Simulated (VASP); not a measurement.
## Sn3C (ordered alloy on diamond lattice): a PBE single-point calculation in VASP

INCAR

```
SIGMA = 0.02
NBANDS = 31
ISMEAR = -1
NSW = 0
PREC = Accurate
LCHARG = .FALSE.
IBRION = -1
EDIFF = 1E-7
ENCUT = 520
GGA = PE
LWAVE = .FALSE.
LASPH = .TRUE.
ISIF = 2
NELM = 120
LREAL = .FALSE.
```

KPOINTS

```
KPOINTS created by Atomic Simulation Environment
0
Gamma
8 8 8
0 0 0
```

KPOINTS_OPT

```
special points
12
Reciprocal
0.0000000000 0.0000000000 0.0000000000 1
0.5000000000 0.0000000000 0.0000000000 1
0.5000000000 0.1835015303 -0.1835015303 1
0.8164984697 0.5000000000 0.1835015303 1
0.5000000000 0.5000000000 0.5000000000 1
0.3417507652 0.0000000000 -0.3417507652 1
0.6582492348 0.3417507652 0.0000000000 1
0.5000000000 0.5000000000 0.0000000000 1
0.6582492348 0.6582492348 0.1835015303 1
0.8164984697 0.3417507652 0.3417507652 1
0.1000000000 0.1000000000 0.1000000000 1
0.5316498470 0.5316498470 0.0367003061 1
```

POSCAR

```
C  Sn
 1.0000000000000000
     1.9889268993534768    1.1483074807237781    7.2261631472791334
    -1.9889268993534768    1.1483074807237781    7.2261631472791334
     0.0000000000000000   -2.2966149614968736    7.2261631472712979
 C   Sn
   1   3
Cartesian
  1.9889268993534768  1.1483074807238087  7.2126923278844446
  0.0000000000000000 -0.0000000000243341 10.6964820660224849
 -0.0000000000000000 -0.0000000000177287  7.7929375480094407
  0.0000000000000000 -0.0000000000442738 19.4614077285645024
```

VASP ran with the recommended PBE PAW datasets (46 valence electrons in the cell).

Command

```
mpirun -np 1 vasp_std
```

OSZICAR

```
N       E                     dE             d eps       ncg     rms          rms(c)
DAV:   1     0.437742873570E+03    0.43774E+03   -0.23313E+04  4128   0.224E+03
DAV:   2     0.414761390673E+02   -0.39627E+03   -0.38429E+03  4030   0.550E+02
DAV:   3    -0.161425674390E+02   -0.57619E+02   -0.56391E+02  4853   0.179E+02
DAV:   4    -0.191623247267E+02   -0.30198E+01   -0.29997E+01  4577   0.443E+01
DAV:   5    -0.192602309584E+02   -0.97906E-01   -0.97864E-01  5104   0.812E+00    0.739E+00
DAV:   6    -0.177626287464E+02    0.14976E+01   -0.76527E+00  6390   0.163E+01    0.401E+00
DAV:   7    -0.175994334179E+02    0.16320E+00   -0.13063E+00  5225   0.133E+01    0.208E+00
DAV:   8    -0.175969666791E+02    0.24667E-02   -0.32075E-01  5007   0.348E+00    0.666E-01
DAV:   9    -0.175915100677E+02    0.54566E-02   -0.43983E-02  5454   0.162E+00    0.286E-01
DAV:  10    -0.175915035474E+02    0.65203E-05   -0.10066E-02  5330   0.962E-01    0.118E-01
DAV:  11    -0.175915831712E+02   -0.79624E-04   -0.21065E-03  4453   0.309E-01    0.654E-02
DAV:  12    -0.175916211915E+02   -0.38020E-04   -0.41095E-04  5385   0.133E-01    0.162E-02
DAV:  13    -0.175916297104E+02   -0.85190E-05   -0.22250E-05  5999   0.693E-02    0.757E-03
DAV:  14    -0.175916297805E+02   -0.70027E-07   -0.51329E-06  5052   0.214E-02    0.264E-03
DAV:  15    -0.175916298018E+02   -0.21293E-07   -0.13037E-06  4091   0.987E-03    0.171E-03
DAV:  16    -0.175916299560E+02   -0.15428E-06   -0.16487E-07  3290   0.413E-03    0.825E-04
DAV:  17    -0.175916299781E+02   -0.22091E-07   -0.44510E-08  2842   0.239E-03
   1 F= -.17591630E+02 E0= -.17590389E+02  d E =-.248293E-02
       N       E                     dE             ncg
DAV:   1     0.541167625418E+04   -0.13394E+05      772
DAV:   2     0.651632088675E+03   -0.47600E+04      744
DAV:   3    -0.243894966609E+02   -0.67602E+03      899
DAV:   4    -0.568091502692E+02   -0.32420E+02      849
DAV:   5    -0.578981786894E+02   -0.10890E+01      989
DAV:   6    -0.579409879345E+02   -0.42809E-01      967
DAV:   7    -0.579442113337E+02   -0.32234E-02     1105
DAV:   8    -0.579442649116E+02   -0.53578E-04      991
DAV:   9    -0.579442657316E+02   -0.82005E-06      869
DAV:  10    -0.579442657532E+02   -0.21591E-07      561
```

From OUTCAR

```
k-points           NKPTS =     65   k-points in BZ     NKDIM =     65   number of bands    NBANDS=     31

   NELECT =      46.0000    total number of electrons

   dimension x,y,z NGX =    56 NGY =   56 NGZ =   56
   dimension x,y,z NGXF=   112 NGYF=  112 NGZF=  112

  energy-cutoff  :      520.00
  volume of cell :       99.02
      direct lattice vectors                 reciprocal lattice vectors
     1.988926899  1.148307481  7.226163147     0.251391844  0.145141149  0.046128675
    -1.988926899  1.148307481  7.226163147    -0.251391844  0.145141149  0.046128675
     0.000000000 -2.296614961  7.226163147     0.000000000 -0.290282297  0.046128675

 k-points in reciprocal lattice and weights: KPOINTS created by Atomic Simulation Env
   0.00000000  0.00000000  0.00000000       0.002
   0.12500000 -0.00000000 -0.00000000       0.012
   0.25000000 -0.00000000 -0.00000000       0.012
   0.37500000 -0.00000000  0.00000000       0.012
   0.50000000 -0.00000000 -0.00000000       0.006
   0.12500000  0.12500000 -0.00000000       0.012
   0.25000000  0.12500000  0.00000000       0.023
   0.37500000  0.12500000 -0.00000000       0.023
   ...

 E-fermi :   7.0025

 k-point     1 :       0.0000    0.0000    0.0000
  band No.  band energies     occupation
      1     -15.1972      2.00000
      2     -15.1071      2.00000
      3     -15.1071      2.00000
      4     -15.0628      2.00000
      5     -15.0628      2.00000
      6     -14.9421      2.00000
      7     -14.9421      2.00000
      8     -14.7632      2.00000
      9     -14.7632      2.00000
     10     -14.7564      2.00000
     11     -14.4643      2.00000
     12     -14.4573      2.00000
     13     -14.4573      2.00000
     14     -14.3206      2.00000
     15     -14.3206      2.00000
     16      -5.7697      2.00000
     17      -3.2478      2.00000
     18      -0.5213      2.00000
     19       4.7746      2.00000
     20       4.8683      2.00000
     21       4.8683      2.00000
     22       5.6319      2.00000
     23       8.3338      0.00000
     24       8.4470      0.00000
     25       8.4470      0.00000
     26      10.2810      0.00000
     27      10.2810      0.00000
     28      10.9577      0.00000
     29      11.2956      0.00000
     30      11.2956      0.00000
     31      11.6793      0.00000

 k-point     2 :       0.1250   -0.0000   -0.0000
  band No.  band energies     occupation
      1     -15.1938      2.00000
      2     -15.1104      2.00000
      3     -15.1081      2.00000
      4     -15.0636      2.00000
      5     -15.0575      2.00000
      6     -14.9373      2.00000
      7     -14.9250      2.00000
      8     -14.7658      2.00000
      9     -14.7503      2.00000
     10     -14.7464      2.00000
     11     -14.4688      2.00000
     12     -14.4648      2.00000
     13     -14.4572      2.00000
     14     -14.3447      2.00000
     15     -14.3225      2.00000
     16      -5.6139      2.00000
     17      -3.0707      2.00000
     18      -0.4111      2.00000
     19       3.3618      2.00000
     20       4.6608      2.00000
     21       5.4045      2.00000
     22       5.8949      2.00000
     23       6.9844      1.42313
     24       7.8611      0.00000
     25       8.7190      0.00000
     26       9.6961      0.00000
     27      10.6481      0.00000
     28      10.7441      0.00000
     29      11.8382      0.00000
     30      12.0070      0.00000
     31      12.3586      0.00000

 k-point     3 :       0.2500   -0.0000   -0.0000
  band No.  band energies     occupation
      1     -15.1856      2.00000
      2     -15.1182      2.00000
      3     -15.1107      2.00000
      4     -15.0655      2.00000
      5     -15.0444      2.00000
      6     -14.9256      2.00000
      7     -14.8766      2.00000
      8     -14.7731      2.00000
      9     -14.7168      2.00000
     10     -14.7159      2.00000
     11     -14.4862      2.00000
     12     -14.4862      2.00000
     13     -14.4573      2.00000
     14     -14.4069      2.00000
     15     -14.3271      2.00000
     16      -5.1714      2.00000
     17      -2.5614      2.00000
     18      -0.2462      2.00000
     19       2.0938      2.00000
     20       4.2326      2.00000
     21       4.2617      2.00000
     22       4.9909      2.00000
     23       6.9943      1.20070
     24       7.2006      0.00010
     25       8.4912      0.00000
     26       9.4687      0.00000
     27      10.5231      0.00000
     28      11.4316      0.00000
     29      11.8520      0.00000
     30      12.2562      0.00000
     31      12.6875      0.00000

 k-point     4 :       0.3750   -0.0000    0.0000
  band No.  band energies     occupation
      1     -15.1777      2.00000
      2     -15.1260      2.00000
      3     -15.1135      2.00000
      4     -15.0675      2.00000
      5     -15.0309      2.00000
      6     -14.9136      2.00000
      7     -14.8163      2.00000
      8     -14.7709      2.00000
      9     -14.6797      2.00000
     10     -14.6729      2.00000
     11     -14.5185      2.00000
     12     -14.5166      2.00000
     13     -14.5008      2.00000
     14     -14.4396      2.00000
     15     -14.3316      2.00000
     16      -4.5606      2.00000
     17      -1.9027      2.00000
     18      -0.4571      2.00000
     19       1.5075      2.00000
     20       2.7606      2.00000
     21       3.8732      2.00000
     22       4.1080      2.00000
     23       6.3918      2.00000
     24       7.4877      0.00000
     25       8.4191      0.00000
     26       9.4436      0.00000
     27      10.2062      0.00000
     28      11.5332      0.00000
     29      11.7656      0.00000
     30      12.2079      0.00000
     31      13.1222      0.00000

 k-point     5 :       0.5000   -0.0000   -0.0000
  band No.  band energies     occupation
      1     -15.1746      2.00000
      2     -15.1292      2.00000
      3     -15.1146      2.00000
      4     -15.0683      2.00000
      5     -15.0253      2.00000
      6     -14.9086      2.00000
      7     -14.8004      2.00000
      8     -14.7435      2.00000
      9     -14.6591      2.00000
     10     -14.6486      2.00000
     11     -14.5647      2.00000
     12     -14.5357      2.00000
     13     -14.5216      2.00000
     14     -14.4401      2.00000
     15     -14.3335      2.00000
     16      -4.1964      2.00000
     17      -1.7576      2.00000
     18      -0.2808      2.00000
     19       0.7588      2.00000
     20       3.0135      2.00000
     21       3.2229      2.00000
     22       3.7387      2.00000
     23       6.1810      2.00000
     24       7.4825      0.00000
     25       8.6168      0.00000
     26       9.5007      0.00000
     27       9.7544      0.00000
     28      11.5287      0.00000
     29      11.8231      0.00000
     30      12.0513      0.00000
     31      13.1381      0.00000

 k-point     6 :       0.1250    0.1250   -0.0000
  band No.  band energies     occupation
      1     -15.1937      2.00000
      2     -15.1116      2.00000
      3     -15.1072      2.00000
      4     -15.0634      2.00000
      5     -15.0577      2.00000
      6     -14.9384      2.00000
      7     -14.9234      2.00000
      8     -14.7654      2.00000
      9     -14.7502      2.00000
     10     -14.7472      2.00000
     11     -14.4683      2.00000
     12     -14.4649      2.00000
     13     -14.4574      2.00000
     14     -14.3453      2.00000
     15     -14.3221      2.00000
     16      -5.6086      2.00000
     17      -3.1030      2.00000
     18      -0.3485      2.00000
     19       3.3431      2.00000
     20       4.6463      2.00000
     21       5.2284      2.00000
     22       6.1028      2.00000
     23       6.8561      1.99867
     24       7.9506      0.00000
     25       8.6681      0.00000
     26       9.9460      0.00000
     27      10.5739      0.00000
     28      10.6153      0.00000
     29      11.9017      0.00000
     30      11.9192      0.00000
     31      12.3773      0.00000

 ...

  Total        1.0312626      1.0312626      1.2264288      0.0000000     -0.0000000      0.0000000
  in kB       16.6856769     16.6856769     19.8434369      0.0000000     -0.0000000      0.0000000
  external PRESSURE =      17.7382636 kB  Pullay stress =       0.0000000 kB

 POSITION                                       TOTAL-FORCE (eV/Angst)
 -----------------------------------------------------------------------------------
      0.00000     -0.00000     21.66502         0.000000     -0.000000      0.057626
      0.00000     -0.00000     10.69648         0.000000      0.000000     -0.258204
      0.00000     -0.00000      7.79294         0.000000      0.000000     -0.017198
      0.00000     -0.00000     19.46141         0.000000     -0.000000      0.217776
 -----------------------------------------------------------------------------------
    total drift:                                0.000000     -0.000000     -0.001273

  FREE ENERGIE OF THE ION-ELECTRON SYSTEM (eV)
  ---------------------------------------------------
  free  energy   TOTEN  =       -17.5916299781 eV

  energy  without entropy=      -17.5891470463  energy(sigma->0) =      -17.59038851
```

The gap between bands v and c is -1.93 eV (bands overlap: a metal), the least direct gap is 0.00 eV and the pressure is 1.8 GPa. The largest force is 0.26 eV/Å.

Band v is the last that the valence electrons fill when counted band by band, and c is the next.

The run took about 5.3 min on one core of a shared host (Intel Xeon 6975P-C) and held 0.52 GiB at most.
